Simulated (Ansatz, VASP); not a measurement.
# Cross-check of KMgF3 (KMgF3 (Pm-3m)) between VASP and Ansatz

Wanted: the spread between two codes on one cell, functional and k mesh. The two relaxations start from unlike cells of this crystal (the structure described is Ansatz's start), so only their ends are compared.

Calculated with Ansatz 0.2.0; plane waves, with VASP 6.6.1 beside it; relaxation of cell and atoms at PBE.

## (1) Set-up

The structure is cubic, space group Pm-3m (No. 221). The conventional cell has a = 3.978 Å, b = 3.978 Å, c = 3.978 Å, α = 90.00°, β = 90.00°, γ = 90.00°. K has 12 F at 2.81 Å nearest. Nearest to Mg lie 6 F at 1.99 Å. Nearest to F lie 2 Mg at 1.99 Å and 4 K at 2.81 Å. Farther neighbours and most contacts between anions are not listed.

Coordinates:

```xyz
5
Lattice="3.9785 0.0000 0.0000 0.0000 3.9785 0.0000 0.0000 0.0000 3.9785" Properties=species:S:1:pos:R:3 pbc="T T T"
K     1.9892    1.9892    1.9892
Mg    0.0000    0.0000    0.0000
F     0.0000    1.9892    0.0000
F     0.0000    0.0000    1.9892
F     1.9892    0.0000    0.0000
```

## (2) VASP: relaxation of cell and atoms, PBE

The relaxed volume is the usual yardstick between codes: in a stiff, nearly cubic crystal its relative difference is about their pressure difference at one cell divided by the bulk modulus.

Lines of VASP's logs that name or quote its potential files are left out, and so is its time.

Contents of INCAR:

```
SYSTEM = KMgF3
PREC = Accurate
ENCUT = 600
EDIFF = 1E-07
NELM = 120
ISMEAR = 0
SIGMA = 0.01
LREAL = .FALSE.
ALGO = Normal
GGA = PE
NBANDS = 22
LORBIT = 11
LWAVE = .FALSE.
LCHARG = .FALSE.
ISIF = 3
IBRION = 2
NSW = 80
EDIFFG = -0.005
LASPH = .TRUE.
GGA_COMPAT = .FALSE.
NELMIN = 4
EFERMI = MIDGAP
KPAR = 2
```

Contents of POSCAR:

```
KMgF3
1.0
    4.0450635595      0.0000000000      0.0000000000
    0.0000000000      4.0450635595      0.0000000000
    0.0000000000      0.0000000000      4.0450635595
K Mg F
1 1 3
Direct
    0.5000000000      0.5000000000      0.5000000000
    0.0000000000      0.0000000000      0.0000000000
    0.0000000000      0.5000000000      0.0000000000
    0.0000000000      0.0000000000      0.5000000000
    0.5000000000      0.0000000000      0.0000000000
```

Contents of KPOINTS:

```
Automatic mesh
0
Gamma
7 7 7
0 0 0
```

The projector-augmented-wave data sets are K_sv, Mg and F (PBE family, release 64).

Run with:

```console
$ mpirun -np 2 vasp_std
```

Numbers of over 12 decimals in the logs are rounded to 6 here.

The log of the run:

```text
[banner, memory and clock lines left out]
running    2 mpi-ranks, on    1 nodes
 distrk:  each k-point on    1 cores,    2 groups
 distr:  one band on    1 cores,    1 groups

 POSCAR found type information on POSCAR K MgF
 POSCAR found :  3 types and       5 ions
 LDA part: xc-table for (Slater+PW92), standard interpolation
 POSCAR, INCAR and KPOINTS ok, starting setup
 FFT: planning ... GRIDC
 FFT: planning ... GRID_SOFT
 FFT: planning ... GRID
 WAVECAR not read
 entering main loop
       N       E                     dE             d eps       ncg     rms          rms(c)
DAV:   1     0.248918973939E+03    0.24892E+03   -0.18652E+04   904   0.155E+03
DAV:   2    -0.134108732871E+02   -0.26233E+03   -0.25394E+03  1152   0.381E+02
DAV:   3    -0.258588657032E+02   -0.12448E+02   -0.12392E+02  1114   0.799E+01
DAV:   4    -0.266691339666E+02   -0.81027E+00   -0.80917E+00  1434   0.115E+01
DAV:   5    -0.266722495317E+02   -0.31156E-02   -0.31155E-02  1102   0.813E-01    0.894E+00
DAV:   6    -0.244645946028E+02    0.22077E+01   -0.82295E+00  1030   0.205E+01    0.373E+00
DAV:   7    -0.244590062968E+02    0.55883E-02   -0.26255E-01  1190   0.300E+00    0.232E+00
DAV:   8    -0.244580093700E+02    0.99693E-03   -0.86005E-02  1080   0.288E+00    0.365E-01
DAV:   9    -0.244570425462E+02    0.96682E-03   -0.24102E-02  1108   0.109E+00    0.161E-01
DAV:  10    -0.244570187442E+02    0.23802E-04   -0.19505E-03  1132   0.331E-01    0.774E-02
DAV:  11    -0.244570210574E+02   -0.23132E-05   -0.21941E-05  1054   0.369E-02    0.701E-02
DAV:  12    -0.244570221304E+02   -0.10730E-05   -0.40995E-05   952   0.526E-02    0.135E-02
DAV:  13    -0.244570217056E+02    0.42482E-06   -0.12225E-06  1172   0.108E-02    0.794E-03
DAV:  14    -0.244570210683E+02    0.63729E-06   -0.18780E-06  1000   0.100E-02    0.324E-03
DAV:  15    -0.244570208702E+02    0.19811E-06   -0.52360E-07  1034   0.562E-03    0.620E-04
DAV:  16    -0.244570208364E+02    0.33737E-07   -0.30245E-08   486   0.102E-03
   1 F= -.24457021E+02 E0= -.24457021E+02  d E =-.244570E+02
 curvature:   0.00 expect dE= 0.000E+00 dE for cont linesearch  0.000E+00
 trial: gam= 0.00000 g(F)=  0.000E+00 g(S)=  0.315E-04 ort = 0.000E+00 (trialstep = 0.100E+01)
 search vector abs. value=  0.315E-04
 bond charge predicted
       N       E                     dE             d eps       ncg     rms          rms(c)
DAV:   1    -0.244573299732E+02   -0.30910E-03   -0.55411E-03   922   0.653E-01    0.135E-01
DAV:   2    -0.244570552715E+02    0.27470E-03   -0.12009E-03   958   0.259E-01    0.255E-02
DAV:   3    -0.244570400567E+02    0.15215E-04   -0.25977E-05  1260   0.408E-02    0.149E-02
DAV:   4    -0.244570374520E+02    0.26047E-05   -0.10746E-05  1570   0.180E-02    0.113E-02
DAV:   5    -0.244570390527E+02   -0.16007E-05   -0.95522E-07  1358   0.620E-03    0.126E-03
DAV:   6    -0.244570392148E+02   -0.16205E-06   -0.30571E-07  1212   0.417E-03    0.953E-04
DAV:   7    -0.244570393625E+02   -0.14775E-06   -0.25838E-08   512   0.115E-03    0.398E-04
DAV:   8    -0.244570394223E+02   -0.59760E-07   -0.71437E-09   458   0.534E-04
   2 F= -.24457039E+02 E0= -.24457039E+02  d E =-.185858E-04
 trial-energy change:   -0.000019  1 .order   -0.000019   -0.000032   -0.000006
 step:   1.2315(harm=  1.2315)  dis= 0.00000  next Energy=   -24.457040 (dE=-0.194E-04)
 reached required accuracy - stopping structural energy minimisation
```

OUTCAR, selected parts (step 2):

```text
ion  position               nearest neighbor table
   1  0.500  0.500  0.500-   2 3.50   2 3.50   2 3.50   2 3.50   2 3.50   2 3.50   2 3.50   2 3.50

  LATTYP: Found a simple cubic cell.
 ALAT       =     4.0450635595

 Subroutine GETGRP returns: Found 48 space group operations
 (whereof 48 operations were pure point group operations)

The static configuration has the point symmetry O_h .

 Found     20 irreducible k-points:

   k-points           NKPTS =     20   k-points in BZ     NKDIM =     20   number of bands    NBANDS=     22

   dimension x,y,z NGX =    32 NGY =   32 NGZ =   32
   dimension x,y,z NGXF=    64 NGYF=   64 NGZF=   64

   ENCUT  =  600.0 eV  44.10 Ry    6.64 a.u.   8.08  8.08  8.08*2*pi/ulx,y,z

   NELECT =      32.0000    total number of electrons

 k-points in reciprocal lattice and weights: Automatic mesh
   0.00000000  0.00000000  0.00000000       0.003
   0.14285714  0.00000000  0.00000000       0.017
   0.28571429  0.00000000  0.00000000       0.017
   0.42857143  0.00000000  0.00000000       0.017
   0.14285714  0.14285714  0.00000000       0.035
   0.28571429  0.14285714  0.00000000       0.070
   0.42857143  0.14285714  0.00000000       0.070
   0.28571429  0.28571429  0.00000000       0.035
   0.42857143  0.28571429  0.00000000       0.070
[...]
0.42857143  0.42857143  0.28571429       0.070
   0.42857143  0.42857143  0.42857143       0.023

 average (electrostatic) potential at core
       1 -34.7842       2 -38.7653       3 -77.6882       4 -77.6882       5 -77.6882

 E-fermi :   1.6613

 k-point     1 :       0.0000    0.0000    0.0000
  band No.  band energies     occupation
    ...
     12      -2.3997      2.00000
     13      -2.3997      2.00000
     14      -2.1379      2.00000
     15      -2.1379      2.00000
     16      -2.1379      2.00000
     17       5.1698      0.00000
     18       8.2053      0.00000
     19       8.2053      0.00000
     20      10.3097      0.00000
     21      10.3097      0.00000
    ...

 k-point     2 :       0.1429    0.0000    0.0000
  band No.  band energies     occupation
    ...
     12      -2.4387      2.00000
     13      -2.4387      2.00000
     14      -2.3211      2.00000
     15      -2.1745      2.00000
     16      -2.1745      2.00000
     17       5.5188      0.00000
     18       8.3788      0.00000
     19       8.4025      0.00000
     20      10.4000      0.00000
     21      10.4000      0.00000
    ...

 k-point     3 :       0.2857    0.0000    0.0000
  band No.  band energies     occupation
    ...
     12      -2.5378      2.00000
     13      -2.5335      2.00000
     14      -2.5335      2.00000
     15      -2.2526      2.00000
     16      -2.2526      2.00000
     17       6.4210      0.00000
     18       8.7656      0.00000
     19       8.7870      0.00000
     20      10.6035      0.00000
     21      10.6035      0.00000
    ...

  Total       -0.0062035     -0.0062035     -0.0062035      0.0000000      0.0000000      0.0000000
  in kB       -0.1503100     -0.1503100     -0.1503100      0.0000000      0.0000000      0.0000000
  external PRESSURE =      -0.1503100 kB  Pullay stress =       0.0000000 kB

  energy-cutoff  :      600.00
  volume of cell :       66.12
      direct lattice vectors                 reciprocal lattice vectors
     4.043775359 -0.000000000  0.000000000     0.247293658  0.000000000  0.000000000
    -0.000000000  4.043775359  0.000000000     0.000000000  0.247293658  0.000000000
    -0.000000000 -0.000000000  4.043775359    -0.000000000 -0.000000000  0.247293658

 POSITION                                       TOTAL-FORCE (eV/Angst)
 -----------------------------------------------------------------------------------
      2.02189      2.02189      2.02189        -0.000000     -0.000000      0.000000
      0.00000      0.00000      0.00000         0.000000     -0.000000      0.000000
     -0.00000      2.02189      0.00000         0.000000      0.000000      0.000000
     -0.00000     -0.00000      2.02189        -0.000000      0.000000      0.000000
      2.02189     -0.00000      0.00000         0.000000     -0.000000      0.000000
 -----------------------------------------------------------------------------------
    total drift:                                0.000000      0.000000     -0.000000

  FREE ENERGIE OF THE ION-ELECTRON SYSTEM (eV)
  ---------------------------------------------------
  free  energy   TOTEN  =       -24.4570394223 eV

  energy  without entropy=      -24.4570394223  energy(sigma->0) =      -24.45703942

 reached required accuracy - stopping structural energy minimisation

 total charge
# of ion       s       p       d       tot
------------------------------------------
    1        1.955   5.593   0.025   7.573
    2        0.119   0.147   0.071   0.337
    3        1.725   4.403   0.000   6.128
    4        1.725   4.403   0.000   6.128
    5        1.725   4.403   0.000   6.128
--------------------------------------------------
tot          7.251  18.948   0.096  26.294

[... 3 further parts left out ...]
```

CONTCAR:

```
KMgF3
   1.00000000000000
     4.0437753586462915   -0.0000000000000000    0.0000000000000000
    -0.0000000000000000    4.0437753586462915    0.0000000000000000
    -0.0000000000000000   -0.0000000000000000    4.0437753586462915
  K               Mg              F
     1     1     3
Direct
     0.5000000000000000    0.5000000000000000    0.5000000000000000
     0.0000000000000000    0.0000000000000000    0.0000000000000000
     0.0000000000000000    0.5000000000000000    0.0000000000000000
     0.0000000000000000    0.0000000000000000    0.5000000000000000
     0.5000000000000000    0.0000000000000000    0.0000000000000000
```

## (3) Ansatz: relaxation of cell and atoms, PBE

Ansatz runs on its default PAW (the set named soft_2) files.

Its own start cell and the same functional and mesh now go to Ansatz.

Contents of input.yaml:

```yaml
crystal:
  lattice:
    - [3.9784682, 0.0, 0.0]
    - [0.0, 3.9784682, 0.0]
    - [0.0, 0.0, 3.9784682]
  atoms:
    - { symbol: K, position: [0.5, 0.5, 0.5] }
    - { symbol: Mg, position: [0.0, 0.0, 0.0] }
    - { symbol: F, position: [0.0, 0.5, 0.0] }
    - { symbol: F, position: [0.0, 0.0, 0.5] }
    - { symbol: F, position: [0.5, 0.0, 0.0] }
basis:
  ecutwfc: 420
  xc_grid: 2
hamiltonian:
  xc: pbe
kpoints:
  mp_grid: { grid: [7, 7, 7] }
scf:
  occupations: { method: fixed }
  max_iter: 100
relax:
  f_tol: 0.005
  max_steps: 60
  cell: {}
output:
  forces: true
  stress: true
checkpoint:
  write: "../cell.run"
  compress: false
  write_wavefunctions: false
  write_every: 100000
```

Run with:

```console
$ ansatz run input.yaml --threads 4 --pin off --max-ram 9420MiB --backend cpu --events-out ev --progress --plain --runs-dir out
```

The log of the run:

```text
Engine: ansatz 0.2.0, aarch64-unknown-linux-gnu
Pseudopotentials: kind: paw
Pseudopotential: K, paw, valence charge 9, recommended cutoff 420 eV (normal), K.paw.azcp
Pseudopotential: Mg, paw, valence charge 10, recommended cutoff 420 eV (normal), Mg.paw.azcp
Pseudopotential: F, paw, valence charge 7, recommended cutoff 420 eV (normal), F.paw.azcp
Functional definition: PBE
  parameter kappa = 0.804
  parameter beta = 0.066725
  exchange = pbe_x(kappa = kappa, mu = beta*pi^2/3)
  correlation = pbe_c(beta = beta)
Crystal: 5 atoms, lattice volume = 62.972 Å³
Basis set: ecut = 420 eV, 1237 PW (Γ), exchange–correlation on 54×54×54 points (8 copies of the dense FFT grid, shifted against one another)
Bands: 25, of which v1, the nominal top of the filled ones, is band 20 counted from 1 (19 counted from 0)
Symmetry: 48 space group operations
Space group: Pm-3m (ITA 221), of the structure as read, at distance tolerance 4.0e-5 Å
k-points: 20 of 343
Non-local potential: K, projectors of the file, l = 0: 3, l = 1: 2, l = 2: 2
Non-local potential: Mg, projectors of the file, l = 0: 3, l = 1: 2, l = 2: 1
Non-local potential: F, projectors of the file, l = 0: 2, l = 1: 2, l = 2: 1
PAW form: soft (Blöchl's): semilocal exchange-correlation on the pseudo side does not see the compensation charge
PAW one-centre angular grid: K, 110 points (default); XC on 64 Gauss nodes
PAW one-centre angular grid: Mg, 110 points (default); XC on 64 Gauss nodes
PAW one-centre angular grid: F, 110 points (default); XC on 64 Gauss nodes
Initial density: superposition of atomic densities (neutral atoms: chi_scale 0, normalization atom), corrected by the library's trained network
Initial wavefunctions: pseudopotential atomic-orbital guess
Functional: x = pbe(κ = 0.804, μ = 0.219515), c = pbe(β = 0.066725)
SCF iter   1: F=—  HF=-5894.690834 eV  |F-HF|=—  |Δ(HF+E_count)|=         —  Δρ=4.87e-4  dr2=3.67e-5  ethr=1.77e-3  ⟨swp⟩=4.5  Hψ=2108  notcnv=0  defer=31
preconditioner: auto → Resta (q_TF=auto, 2.530 Å⁻¹)  ε∞=2.9  [insulator: Δε(μ)=7.404 eV  Ē_g=19.265 eV  n_scr=18 (ndim 8)  ℏωp=26.5 eV  f_vac=0.032  ε∞_Penn≈2.9]
SCF iter   2: F=—  HF=-5894.690559 eV  |F-HF|=—  |Δ(HF+E_count)|=   2.75e-4  Δρ=2.70e-4  dr2=1.40e-5  ethr=9.17e-8  ⟨swp⟩=3.0  Hψ=1331  notcnv=0  defer=56
SCF iter   3: F=—  HF=-5894.690697 eV  |F-HF|=—  |Δ(HF+E_count)|=   1.39e-4  Δρ=1.63e-4  dr2=9.72e-6  ethr=3.50e-8  ⟨swp⟩=2.0  Hψ=912  notcnv=0  defer=36
automatic band count: iteration 3 solves 24 bands in place of 25: the levels show a gap, and the empty bands left out lie too high to hold charge; the band table lists the bands solved (type scf.n_extra_bands for more)
SCF iter   4: F=—  HF=-5894.690695 eV  |F-HF|=—  |Δ(HF+E_count)|=   2.14e-6  Δρ=4.27e-5  dr2=8.03e-7  ethr=2.43e-8  ⟨swp⟩=2.0  Hψ=660  notcnv=0  defer=37
iter 5 did not close the SCF: its close was put off for the readings that it lacked (scf_convergence_deferred on its scf_iter line)
SCF iter   5: F=-5894.690697 eV  HF=-5894.690697 eV  |F-HF|=3.50e-8  |Δ(HF+E_count)|=   1.37e-6  Δρ=1.13e-5  dr2=5.84e-8  ethr=2.01e-9  ⟨swp⟩=2.0  Hψ=780  notcnv=0  defer=37
SCF iter   6: F=-5894.690697 eV  HF=-5894.690697 eV  |F-HF|=2.13e-9  |Δ(HF+E_count)|=   5.50e-8  Δρ=2.86e-6  dr2=3.44e-9  ethr=1.46e-10  ⟨swp⟩=2.6  Hψ=1774  notcnv=0
SCF 1 converged in 6 iterations: F = -5894.690697 eV  dr2 = 3.44e-9
  greatest PAW one-centre occupation: 1.000 electrons in one spin orbital (limit 2), on the Mg atom at site 1 (counted from 0), in its partial waves of l = 0
relax step   1: F+E_penalty+E_count = -5894.69069670 eV  Δ(F+E_penalty+E_count) = +0.000e0 eV  max|allowed force component| = 9.624e-30 eV/Å  Δτ_max = 0.0000 Å  P = +4.250 GPa  Ω = 62.972 Å³  (6 SCF iters, dr2 threshold 1.00e-7 eV, accepted)
[...]
relax step   5: F+E_penalty+E_count = -5894.73634687 eV  Δ(F+E_penalty+E_count) = -1.457e-2 eV  max|allowed force component| = 6.148e-29 eV/Å  Δτ_max = 0.0000 Å  P = +0.450 GPa  Ω = 66.195 Å³  stress off target by 4.50e-1 GPa  SCF on the basis re-selected at this cell (its energy is not comparable with the rows above)  (7 SCF iters)
[...]
relax step   6: F+E_penalty+E_count = -5894.73573718 eV  Δ(F+E_penalty+E_count) = +6.097e-4 eV  max|allowed force component| = 7.284e-29 eV/Å  Δτ_max = 0.0000 Å  P = +0.054 GPa  Ω = 66.571 Å³  energy of the carried Pulay correction = -1.197e-3 eV  (4 SCF iters, dr2 threshold 5.00e-7 eV, accepted)
[...]
relax step   7: F+E_penalty+E_count = -5894.73558398 eV  Δ(F+E_penalty+E_count) = +1.532e-4 eV  max|allowed force component| = 3.839e-29 eV/Å  Δτ_max = 0.0000 Å  P = +0.002 GPa  Ω = 66.620 Å³  energy of the carried Pulay correction = -1.359e-3 eV  (5 SCF iters, dr2 threshold 7.35e-9 eV, accepted)
[...]
relax step   8: F+E_penalty+E_count = -5894.73691359 eV  Δ(F+E_penalty+E_count) = -1.330e-3 eV  max|allowed force component| = 1.941e-29 eV/Å  Δτ_max = 0.0000 Å  P = +0.019 GPa  Ω = 66.620 Å³  stress off target by 1.86e-2 GPa  SCF on the basis re-selected at this cell (its energy is not comparable with the rows above)  (6 SCF iters)
basis re-selected at this cell: Δ(F+E_penalty+E_count) = -1.330e-3 eV, ΔP = +0.017 GPa vs the last step (what re-selecting the basis moved, of the pressure what is left beyond the Pulay correction that the steps carried, after the strain that the cell walked since its last selection, with what the two solves' SCF thresholds leave and, on support functions, any second-order correction that the steps lacked; it is no m [...]
SCF converged after 6 iterations
Free energy (F): -5894.736914 eV
Harris-Foulkes:  -5894.736914 eV  (|F-HF|=2.73e-12)
Internal energy: -5894.736914 eV  (E = F + TS)
E sigma→0 (E₀):  -5894.736914 eV
Fermi energy:    2.352496 eV
--- Per-component energies (eV) ---
  E_band       = -519.770760
  E_kinetic    = 954.719506
  E_local      = -3802.921499  (includes V_loc(G=0)·N_el)
  E_nonlocal   = 327.666696
  E_hartree    = 1384.575675
  E_xc         = -406.643167
  E_vxc        = -513.101486  (∫ρ·V_xc dr)
  E_paw        = -1676.126440  (= ΣΔE_a)
  E_vpaw       = -255.291697  (= ΣTr[D̂ρ^β])
  E_aug_tail   = 0.006324  (compensation charges beyond the density's cutoff)
  E_ewald      = -2676.014008
  E_smearing   = -0.000000  (= −TS)
  E_closure    = 0.000000  (closes the sum)
  Σ components = -5894.736914   (vs F -5894.736914, Δ=0.00e0)
--- Forces (eV/Å), atoms counted from 1 ---
  atom   1  K     -0.00000000     0.00000000     0.00000000
  atom   2  Mg     0.00000000    -0.00000000    -0.00000000
  atom   3  F      0.00000000     0.00000000    -0.00000000
  atom   4  F      0.00000000     0.00000000    -0.00000000
  atom   5  F     -0.00000000     0.00000000     0.00000000
  max |Σ_I F_I| component: 2.66e-29 eV/Å
--- Stress (GPa, compression-positive) ---
        0.018595       0.000000      -0.000000
        0.000000       0.018595       0.000000
       -0.000000       0.000000       0.018595
  P = ⅓ Tr σ = 0.0186 GPa (0.186 kbar)
--- Relaxed structure (6 steps of the walk, 6 accepted, 2 SCFs on fresh bases) ---
  F+E_penalty+E_count = -5894.73691359 eV   max|allowed force component| = 1.941e-29 eV/Å   (the final SCF, on the basis selected at the relaxed cell)
  cell:  # Å, volume = 66.6200 Å³
    - [4.053856, 0, 0]
    - [0, 4.053856, 0]
    - [0, 0, 4.053856]
  atoms:
    - { symbol: K, position: [0.500000, 0.500000, 0.500000] }
    - { symbol: Mg, position: [0, 0, 0] }
    - { symbol: F, position: [0, 0.500000, 0] }
    - { symbol: F, position: [0, 0, 0.500000] }
    - { symbol: F, position: [0.500000, 0, 0] }
```

Reading the cycles: dr2 is the Hartree energy of the density residual (eV), the measure of convergence; HF is the Harris–Foulkes estimate of the energy, which meets the free energy F at convergence.

## (4) Side by side

Known differences besides the potentials themselves: fixed occupations in Ansatz, narrow Gaussian smearing in VASP; the data sets hold 40 valence electrons in Ansatz (on its default PAW (the set named soft_2) files) and 32 in VASP; the cutoff is 420 eV in Ansatz and 600 eV in VASP; Ansatz adds a Pulay correction to the stress that steers its cell, VASP none. Total energies have different zeros and are not compared.

Both answers:

| quantity | Ansatz | VASP | difference |
| --- | --- | --- | --- |
| volume (Å³) | 66.62 | 66.12 | +0.75 % |
| edge a after relaxation, in the typed setting (Å) | 4.054 | 4.044 | +0.25 % |

## (5) What came out

| Property | Result |
| --- | --- |
| difference in volume (relaxation of cell and atoms, PBE) | 0.75 % |

In words: The difference in volume is 0.75 % (relaxation of cell and atoms, PBE), within the 1.2 % picked in this series as the mark of a large difference, as far as the stopping tolerances let one tell. The data sets hold unlike numbers of valence electrons (40 in Ansatz and 32 in VASP), so part of the differences comes from the potentials. Such differences can come from data sets, numerical settings and the points named under the comparisons, not from the functional's error against experiment.

[Lines on the potential files, build, host, timing and source positions are cut from VASP's logs without a mark.]

[Logs are printed without paths, hosts, clocks, repeated set-up lines and the standing remarks that a program may print on its own settings, such as how far it seeks lower states.]

[Hosts, paths, dates, database ids (printed as entryN), source tags and the programs' standing remarks are cut or masked in the printed files.]
